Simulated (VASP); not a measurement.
# CaTlClF2 with PW91: from relaxation to properties, part 4 of 7

Wanted: the relaxed cell of CaTlClF2 and its properties. The cell is invented: it takes the structure of a Materials Project entry for CaTlF3 (space group 8 there), with some of its atoms replaced by other elements, volume scaled by an estimate. It may not be a known or stable phase.

VASP 6.6.1, plane waves and PAW; the level of theory is named at each step.

So far, gap on the k-mesh (eV): step 3 (relaxing cell and atoms (PW91)) 3.93; step 7 (density of states (PW91)) 3.81.

### Step 8. Electric field gradients (PW91)

Level of this step: PW91; plane waves and PAW (Tl_d, Ca_sv, Cl, F); invented cell (VASP).

Field gradients probe how far the charge around each nucleus departs from cubic symmetry; LASPH keeps the non-spherical terms inside the spheres.

INCAR

```
SYSTEM = CaTlClF2
PREC = Accurate
ENCUT = 520
EDIFF = 1E-07
NELM = 100
ISMEAR = -1
SIGMA = 0.05
LREAL = .FALSE.
ALGO = Normal
GGA = 91
NBANDS = 28
LORBIT = 11
LWAVE = .FALSE.
LCHARG = .FALSE.
KPAR = 2
LEFG = .TRUE.
LASPH = .TRUE.
```

POSCAR

```
CaTlClF2
1.0
    3.1674724006     -3.1642630293      0.0151758401
    3.1674724006      3.1642630293      0.0151758401
    0.0109148676      0.0000000000      5.7699244155
Tl Ca Cl F
1 1 1 2
Direct
    0.0014957693      0.0014957693      0.1123690822
    0.4983270139      0.4983270139      0.4870411418
    0.5013213719      0.5013213719      0.9668390797
    0.4969311727      0.9985106722      0.4340638482
    0.9985106722      0.4969311727      0.4340638482
```

KPOINTS

```
Automatic mesh
0
Gamma
4 4 3
0 0 0
```

The projector-augmented-wave data sets are Tl_d, Ca_sv, Cl and F (PBE family, release 64).

Run with:

```sh
> mpirun -np 2 vasp_std
```

Output:

```text
[... set-up lines as in an earlier step ...]
 entering main loop
       N       E                     dE             d eps       ncg     rms          rms(c)
DAV:   1     0.370758249453E+03    0.37076E+03   -0.22409E+04   952   0.145E+03
DAV:   2     0.429997913352E-01   -0.37072E+03   -0.36345E+03  1192   0.372E+02
DAV:   3    -0.244038389845E+02   -0.24447E+02   -0.24362E+02  1176   0.941E+01
DAV:   4    -0.257512995587E+02   -0.13475E+01   -0.13462E+01  1740   0.140E+01
DAV:   5    -0.257659265587E+02   -0.14627E-01   -0.14627E-01  1212   0.131E+00    0.937E+00
DAV:   6    -0.232757848507E+02    0.24901E+01   -0.10816E+01  1084   0.211E+01    0.400E+00
DAV:   7    -0.232044071725E+02    0.71378E-01   -0.75370E-01  1272   0.544E+00    0.244E+00
DAV:   8    -0.231540706991E+02    0.50336E-01   -0.21076E-01  1236   0.341E+00    0.461E-01
DAV:   9    -0.231562442050E+02   -0.21735E-02   -0.55260E-02  1292   0.144E+00    0.213E-01
DAV:  10    -0.231580314339E+02   -0.17872E-02   -0.68229E-03  1076   0.496E-01    0.112E-01
DAV:  11    -0.231586095568E+02   -0.57812E-03   -0.82694E-04  1180   0.150E-01    0.435E-02
DAV:  12    -0.231588130090E+02   -0.20345E-03   -0.25317E-04  1056   0.860E-02    0.117E-02
DAV:  13    -0.231588279449E+02   -0.14936E-04   -0.34072E-05  1232   0.356E-02    0.630E-03
DAV:  14    -0.231588298577E+02   -0.19128E-05   -0.35035E-06  1412   0.126E-02    0.264E-03
DAV:  15    -0.231588307215E+02   -0.86378E-06   -0.20966E-06  1128   0.889E-03    0.194E-03
DAV:  16    -0.231588306412E+02    0.80254E-07   -0.29869E-07  1016   0.359E-03
ion   1
     0.0000000     0.0000000     0.0000000    -0.3423845     0.0222349    -0.0019406
     0.0000685     0.0000000     0.0000000    -0.3423845     0.0222349    -0.0019406
     0.0000943     0.0000000     0.0000000    -0.3423845     0.0222349    -0.0019406
     0.0001298     0.0000000     0.0000000    -0.3423845     0.0222349    -0.0019406
     0.0001788     0.0000000     0.0000000    -0.3423845     0.0222349    -0.0019406

     0.0000000     0.0000000     0.0000000   -42.8804561     1.6784688    -0.5054471
     0.0000685     0.0000000     0.0000000   -42.8310064     1.6770450    -0.5047280
     0.0000943     0.0000000     0.0000000   -42.8086198     1.6764194    -0.5043959
     0.0001298     0.0000000     0.0000000   -42.7752258     1.6754983    -0.5038964
     0.0001788     0.0000000     0.0000000   -42.7256409     1.6741494    -0.5031484

ion   2
     0.0000000     0.0000000     0.0000000    -0.1450978    -0.0018808    -0.0000374
     0.0000398     0.0000000     0.0000000    -0.1450978    -0.0018808    -0.0000374
     0.0000548     0.0000000     0.0000000    -0.1450978    -0.0018808    -0.0000374
     0.0000754     0.0000000     0.0000000    -0.1450978    -0.0018808    -0.0000374
     0.0001039     0.0000000     0.0000000    -0.1450978    -0.0018808    -0.0000374

     0.0000000     0.0000000     0.0000000   -36.0425111     0.7492966     0.1125595
     0.0000398     0.0000000     0.0000000   -36.0422997     0.7492923     0.1125589
     0.0000548     0.0000000     0.0000000   -36.0421754     0.7492898     0.1125585
     0.0000754     0.0000000     0.0000000   -36.0419708     0.7492856     0.1125579
     0.0001039     0.0000000     0.0000000   -36.0416363     0.7492788     0.1125568

ion   3
     0.0000000     0.0000000     0.0000000    -0.9357725    -0.0314671     0.0030928
     0.0000382     0.0000000     0.0000000    -0.9357725    -0.0314671     0.0030928
     0.0000526     0.0000000     0.0000000    -0.9357724    -0.0314671     0.0030928
     0.0000724     0.0000000     0.0000000    -0.9357724    -0.0314671     0.0030928
     0.0000997     0.0000000     0.0000000    -0.9357724    -0.0314671     0.0030928

     0.0000000     0.0000000     0.0000000   -19.7875507    -0.5278150     0.0605815
     0.0000382     0.0000000     0.0000000   -19.7874772    -0.5278131     0.0605812
     0.0000526     0.0000000     0.0000000   -19.7874327    -0.5278119     0.0605811
     0.0000724     0.0000000     0.0000000   -19.7873589    -0.5278100     0.0605809
     0.0000997     0.0000000     0.0000000   -19.7872374    -0.5278068     0.0605805

ion   4
     0.0000000    -1.1714017     0.0257840     0.6556225    -0.0589852    -0.0220514
     0.0000310    -1.1714017     0.0257840     0.6556225    -0.0589852    -0.0220514
     0.0000427    -1.1714017     0.0257840     0.6556225    -0.0589852    -0.0220514
     0.0000588    -1.1714016     0.0257840     0.6556225    -0.0589852    -0.0220514
     0.0000810    -1.1714016     0.0257840     0.6556224    -0.0589852    -0.0220514

     0.0000000    -8.1954609     0.0858351     4.5405841    -0.2509531    -0.0902501
     0.0000310    -8.1954573     0.0858351     4.5405821    -0.2509530    -0.0902500
     0.0000427    -8.1954549     0.0858350     4.5405808    -0.2509529    -0.0902500
     0.0000588    -8.1954508     0.0858350     4.5405785    -0.2509528    -0.0902500
     0.0000810    -8.1954440     0.0858349     4.5405748    -0.2509526    -0.0902499

ion   5
     0.0000000     1.1714017    -0.0257840     0.6556225    -0.0589852    -0.0220514
     0.0000310     1.1714017    -0.0257840     0.6556225    -0.0589852    -0.0220514
     0.0000427     1.1714017    -0.0257840     0.6556225    -0.0589852    -0.0220514
     0.0000588     1.1714016    -0.0257840     0.6556225    -0.0589852    -0.0220514
     0.0000810     1.1714016    -0.0257840     0.6556224    -0.0589852    -0.0220514

     0.0000000     8.1954609    -0.0858351     4.5405841    -0.2509531    -0.0902501
     0.0000310     8.1954573    -0.0858351     4.5405821    -0.2509530    -0.0902500
     0.0000427     8.1954549    -0.0858350     4.5405808    -0.2509529    -0.0902500
     0.0000588     8.1954508    -0.0858350     4.5405785    -0.2509528    -0.0902500
     0.0000810     8.1954440    -0.0858349     4.5405748    -0.2509526    -0.0902499

   1 F= -.23158831E+02 E0= -.23158831E+02  d E =-.230401E-10
```

The job ended after 43 s (2 MPI ranks of AMD EPYC 7R43, shared host; peak memory 0.46 GiB; 83 s of CPU time).

OUTCAR, selected parts (step 8):

```text
   k-points           NKPTS =     17   k-points in BZ     NKDIM =     17   number of bands    NBANDS=     28

   NELECT =      44.0000    total number of electrons

 E-fermi :   1.5294

 k-point     1 :       0.0000    0.0000    0.0000
  band No.  band energies     occupation
    ...
     18      -1.7983      2.00000
     19      -1.6077      2.00000
     20      -1.1108      2.00000
     21      -1.0438      2.00000
     22      -1.0404      2.00000
     23       5.4001      0.00000
     24       6.4348      0.00000
     25       6.4382      0.00000
     26       6.6959      0.00000
     27       7.2413      0.00000
    ...

  Total        0.0030754      0.0342885      0.0412868      0.0000000      0.0000000     -0.0209798
  in kB        0.0426015      0.4749825      0.5719260      0.0000000      0.0000000     -0.2906227
  external PRESSURE =       0.3631700 kB  Pullay stress =       0.0000000 kB

 POSITION                                       TOTAL-FORCE (eV/Angst)
 -----------------------------------------------------------------------------------
      0.01070      0.00000      0.64841        -0.006264      0.000000     -0.004854
      3.16219      0.00000      2.82532        -0.000146      0.000000     -0.002014
      3.18640      0.00000      5.59380        -0.003588      0.000000     -0.003962
      4.74151      1.58713      2.52721         0.004999     -0.002711      0.005415
      4.74151     -1.58713      2.52721         0.004999      0.002711      0.005415
 -----------------------------------------------------------------------------------
    total drift:                                0.000330      0.000000     -0.000844

  FREE ENERGIE OF THE ION-ELECTRON SYSTEM (eV)
  ---------------------------------------------------
  free  energy   TOTEN  =       -23.1588306412 eV

  energy  without entropy=      -23.1588306412  energy(sigma->0) =      -23.15883064

 Electric field gradients after diagonalization (V/A^2)
 (convention: |V_zz| > |V_xx| > |V_yy|)
----------------------------------------------------------------------
 ion       V_xx      V_yy      V_zz     asymmetry (V_yy - V_xx)/ V_zz
----------------------------------------------------------------------
   1     -27.614   -26.553    54.167       0.020
   2     -23.136   -22.877    46.013       0.006
   3     -12.352   -12.207    24.560       0.006
   4      -7.571    -6.916    14.487       0.045
   5      -7.571    -6.916    14.487       0.045
----------------------------------------------------------------------

[... 7 parts as in an earlier step ...]

[... 9 further parts left out ...]
```

A gap read on the k-mesh alone can miss the band edges.

Numbers from this step:

- SCF cycles: 16
- bands: 28
- irreducible k-points: 17
- Fermi energy: 1.529 eV
- pressure: 0.03632 GPa
- conduction bottom at k: 0.5, 0, 0
- gap on the k-mesh: 4.011 eV

Electric field gradients, by row:

| atom | Vxx (V/Å²) | Vyy (V/Å²) | Vzz (V/Å²) | asymmetry |
| --- | --- | --- | --- | --- |
| Tl1 | -27.61 | -26.55 | 54.17 | 0.02 |
| Ca2 | -23.14 | -22.88 | 46.01 | 0.006 |
| Cl3 | -12.35 | -12.21 | 24.56 | 0.006 |
| F4 | -7.571 | -6.916 | 14.49 | 0.045 |
| F5 | -7.571 | -6.916 | 14.49 | 0.045 |

The largest gradient, 54.17 V/Å², sits on Tl1; the stable nuclei of Tl have no quadrupole moment in their ground state, so NMR and NQR don't see it.

### Step 9. Electric field gradients (PW91), try 2

Field gradients probe how far the charge around each nucleus departs from cubic symmetry; LASPH keeps the non-spherical terms inside the spheres.

INCAR is that of step 8.

POSCAR is that of step 8.

KPOINTS

```
Automatic mesh
0
Gamma
5 5 4
0 0 0
```

Run with:

```sh
> mpirun -np 2 vasp_std
```

Output:

```text
[... set-up lines as in an earlier step ...]
 entering main loop
       N       E                     dE             d eps       ncg     rms          rms(c)
[... 1 cycle as in an earlier step ...]
DAV:   2     0.851778399179E+00   -0.36658E+03   -0.35831E+03  2272   0.371E+02
[... 3 cycles as in an earlier step ...]
DAV:   6    -0.232810790135E+02    0.24853E+01   -0.10883E+01  2088   0.212E+01    0.399E+00
DAV:   7    -0.232049408862E+02    0.76138E-01   -0.70585E-01  2412   0.548E+00    0.244E+00
DAV:   8    -0.231538229174E+02    0.51118E-01   -0.20810E-01  2412   0.338E+00    0.430E-01
DAV:   9    -0.231567950252E+02   -0.29721E-02   -0.51669E-02  2520   0.136E+00    0.213E-01
DAV:  10    -0.231585835343E+02   -0.17885E-02   -0.65099E-03  2144   0.482E-01    0.114E-01
DAV:  11    -0.231592335351E+02   -0.65000E-03   -0.93737E-04  2248   0.163E-01    0.363E-02
DAV:  12    -0.231594036073E+02   -0.17007E-03   -0.21324E-04  2132   0.789E-02    0.123E-02
DAV:  13    -0.231594167799E+02   -0.13173E-04   -0.37158E-05  2480   0.366E-02    0.630E-03
DAV:  14    -0.231594187933E+02   -0.20134E-05   -0.41658E-06  2636   0.141E-02    0.251E-03
DAV:  15    -0.231594196217E+02   -0.82845E-06   -0.18583E-06  2136   0.838E-03    0.180E-03
DAV:  16    -0.231594195403E+02    0.81392E-07   -0.25147E-07  1972   0.341E-03
ion   1
     0.0000000     0.0000000     0.0000000    -0.3420273     0.0222227    -0.0019416
     0.0000685     0.0000000     0.0000000    -0.3420273     0.0222227    -0.0019416
     0.0000943     0.0000000     0.0000000    -0.3420273     0.0222227    -0.0019416
     0.0001298     0.0000000     0.0000000    -0.3420273     0.0222227    -0.0019416
     0.0001788     0.0000000     0.0000000    -0.3420273     0.0222227    -0.0019416

     0.0000000     0.0000000     0.0000000   -42.9663804     1.6790563    -0.5062153
     0.0000685     0.0000000     0.0000000   -42.9167724     1.6776314    -0.5054945
     0.0000943     0.0000000     0.0000000   -42.8943114     1.6770052    -0.5051616
     0.0001298     0.0000000     0.0000000   -42.8608048     1.6760833    -0.5046610
     0.0001788     0.0000000     0.0000000   -42.8110498     1.6747331    -0.5039111

ion   2
     0.0000000     0.0000000     0.0000000    -0.1483106    -0.0019022    -0.0000450
     0.0000398     0.0000000     0.0000000    -0.1483106    -0.0019022    -0.0000450
     0.0000548     0.0000000     0.0000000    -0.1483106    -0.0019022    -0.0000450
     0.0000754     0.0000000     0.0000000    -0.1483106    -0.0019022    -0.0000450
     0.0001039     0.0000000     0.0000000    -0.1483106    -0.0019022    -0.0000450

     0.0000000     0.0000000     0.0000000   -36.0993112     0.7488041     0.1124104
     0.0000398     0.0000000     0.0000000   -36.0990994     0.7487998     0.1124098
     0.0000548     0.0000000     0.0000000   -36.0989748     0.7487972     0.1124094
     0.0000754     0.0000000     0.0000000   -36.0987698     0.7487931     0.1124087
     0.0001039     0.0000000     0.0000000   -36.0984347     0.7487863     0.1124077

ion   3
     0.0000000     0.0000000     0.0000000    -0.9394500    -0.0315329     0.0031396
     0.0000382     0.0000000     0.0000000    -0.9394500    -0.0315329     0.0031396
     0.0000526     0.0000000     0.0000000    -0.9394500    -0.0315329     0.0031396
     0.0000724     0.0000000     0.0000000    -0.9394500    -0.0315329     0.0031396
     0.0000997     0.0000000     0.0000000    -0.9394500    -0.0315329     0.0031396

     0.0000000     0.0000000     0.0000000   -19.8390326    -0.5291000     0.0610119
     0.0000382     0.0000000     0.0000000   -19.8389589    -0.5290981     0.0610117
     0.0000526     0.0000000     0.0000000   -19.8389143    -0.5290969     0.0610116
     0.0000724     0.0000000     0.0000000   -19.8388404    -0.5290950     0.0610113
     0.0000997     0.0000000     0.0000000   -19.8387186    -0.5290918     0.0610110

ion   4
     0.0000000    -1.1669320     0.0258388     0.6595600    -0.0591474    -0.0221136
     0.0000310    -1.1669319     0.0258388     0.6595600    -0.0591474    -0.0221136
     0.0000427    -1.1669319     0.0258388     0.6595600    -0.0591474    -0.0221136
     0.0000588    -1.1669319     0.0258388     0.6595600    -0.0591474    -0.0221136
     0.0000810    -1.1669318     0.0258388     0.6595599    -0.0591474    -0.0221136

     0.0000000    -8.1786505     0.0861536     4.5552699    -0.2515680    -0.0906496
     0.0000310    -8.1786468     0.0861535     4.5552679    -0.2515679    -0.0906496
     0.0000427    -8.1786444     0.0861535     4.5552666    -0.2515678    -0.0906495
     0.0000588    -8.1786404     0.0861535     4.5552643    -0.2515677    -0.0906495
     0.0000810    -8.1786336     0.0861534     4.5552606    -0.2515675    -0.0906494

ion   5
     0.0000000     1.1669320    -0.0258388     0.6595600    -0.0591474    -0.0221136
     0.0000310     1.1669319    -0.0258388     0.6595600    -0.0591474    -0.0221136
     0.0000427     1.1669319    -0.0258388     0.6595600    -0.0591474    -0.0221136
     0.0000588     1.1669319    -0.0258388     0.6595600    -0.0591474    -0.0221136
     0.0000810     1.1669318    -0.0258388     0.6595599    -0.0591474    -0.0221136

     0.0000000     8.1786505    -0.0861536     4.5552699    -0.2515680    -0.0906496
     0.0000310     8.1786468    -0.0861535     4.5552679    -0.2515679    -0.0906496
     0.0000427     8.1786444    -0.0861535     4.5552666    -0.2515678    -0.0906495
     0.0000588     8.1786404    -0.0861535     4.5552643    -0.2515677    -0.0906495
     0.0000810     8.1786336    -0.0861534     4.5552606    -0.2515675    -0.0906494

   1 F= -.23159420E+02 E0= -.23159420E+02  d E =-.601672E-10
```

It took 69 s on 2 MPI ranks; peak memory 0.54 GiB; 2.3 min of CPU time.

From OUTCAR (step 9):

```text
   NELECT =      44.0000    total number of electrons

 E-fermi :   1.3792

 k-point     1 :       0.0000    0.0000    0.0000
  band No.  band energies     occupation
    ...
     18      -1.7982      2.00000
     19      -1.6077      2.00000
     20      -1.1113      2.00000
     21      -1.0444      2.00000
     22      -1.0410      2.00000
     23       5.4000      0.00000
     24       6.4349      0.00000
     25       6.4383      0.00000
     26       6.6959      0.00000
     27       7.2417      0.00000
    ...

  Total        0.0013754      0.0330063      0.0353823      0.0000000      0.0000000     -0.0214616
  in kB        0.0190527      0.4572210      0.4901336      0.0000000      0.0000000     -0.2972980
  external PRESSURE =       0.3221358 kB  Pullay stress =       0.0000000 kB

 POSITION                                       TOTAL-FORCE (eV/Angst)
 -----------------------------------------------------------------------------------
      0.01070      0.00000      0.64841        -0.006267      0.000000     -0.005218
      3.16219      0.00000      2.82532        -0.000094      0.000000     -0.002594
      3.18640      0.00000      5.59380        -0.003619      0.000000     -0.003093
      4.74151      1.58713      2.52721         0.004990     -0.002720      0.005453
      4.74151     -1.58713      2.52721         0.004990      0.002720      0.005453
 -----------------------------------------------------------------------------------
    total drift:                                0.000329      0.000000     -0.000863

  FREE ENERGIE OF THE ION-ELECTRON SYSTEM (eV)
  ---------------------------------------------------
  free  energy   TOTEN  =       -23.1594195403 eV

  energy  without entropy=      -23.1594195403  energy(sigma->0) =      -23.15941954

 Electric field gradients after diagonalization (V/A^2)
 (convention: |V_zz| > |V_xx| > |V_yy|)
----------------------------------------------------------------------
 ion       V_xx      V_yy      V_zz     asymmetry (V_yy - V_xx)/ V_zz
----------------------------------------------------------------------
   1     -27.669   -26.606    54.275       0.020
   2     -23.172   -22.912    46.084       0.006
   3     -12.385   -12.240    24.625       0.006
   4      -7.552    -6.927    14.479       0.043
   5      -7.552    -6.927    14.479       0.043
----------------------------------------------------------------------

[... 9 parts as in an earlier step ...]

[... 8 further parts left out ...]
```

Numbers from this step:

- irreducible k-points: 33
- Fermi energy: 1.379 eV
- pressure: 0.03221 GPa
- valence top at k: 0.4, 0, 0
- conduction bottom at k: 0, 0, 0.5
- least direct gap at k: 0.4, 0, 0
- gap on the k-mesh: 3.928 eV
- least direct gap on the k-mesh: 4.293 eV

Electric field gradients, by row:

| atom | Vxx (V/Å²) | Vyy (V/Å²) | Vzz (V/Å²) | asymmetry |
| --- | --- | --- | --- | --- |
| Tl1 | -27.67 | -26.61 | 54.27 | 0.02 |
| Ca2 | -23.17 | -22.91 | 46.08 | 0.006 |
| Cl3 | -12.38 | -12.24 | 24.62 | 0.006 |
| F4 | -7.552 | -6.927 | 14.48 | 0.043 |
| F5 | -7.552 | -6.927 | 14.48 | 0.043 |

The largest gradient, 54.27 V/Å², sits on Tl1; the stable nuclei of Tl have no quadrupole moment in their ground state, so NMR and NQR don't see it.

[end of part 4 of 7]

[Lines on the potential files, build, host, timing and source positions are cut from VASP's logs without a mark.]

[Logs are printed without paths, hosts, clocks, repeated set-up lines and the standing remarks that a program may print on its own settings, such as how far it seeks lower states.]

[Hosts, paths, dates, database ids (printed as entryN), source tags and the programs' standing remarks are cut or masked in the printed files.]

[A measured line is paired with the nearest computed mode of its activity, which favours agreement.]
